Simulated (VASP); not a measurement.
Energy against volume of AlN (zinc blende). Level of theory: MS2 meta-GGA, VASP's PBE PAW potentials (set 64) (plane waves; VASP). Numerical set-up: 520 eV cut-off, 10×10×10 Γ-centred mesh, Gaussian smearing of 0.050 eV, potentials Al N.

```tsv
V (Å³/atom)	E (eV/atom)
10.069	-10.50003
10.381	-10.50702
10.692	-10.50163
11.003	-10.48563
```

Problem. Fit these four points and predict the energy of the run at 9.758 Å³/atom.

Solution. A cubic in V^(−2/3), the third-order Birch-Murnaghan form, passes through the four points with V0 = 10.39 Å³/atom and B0 = 211 GPa, and gives -10.4787 eV/atom there. The run gave -10.4788 eV/atom, -0.1 meV/atom from the fit; all five points give B0 = 210 GPa.

The compound is AlN in the zinc blende structure, a metastable form; wurtzite is the usual one. It was relaxed first.
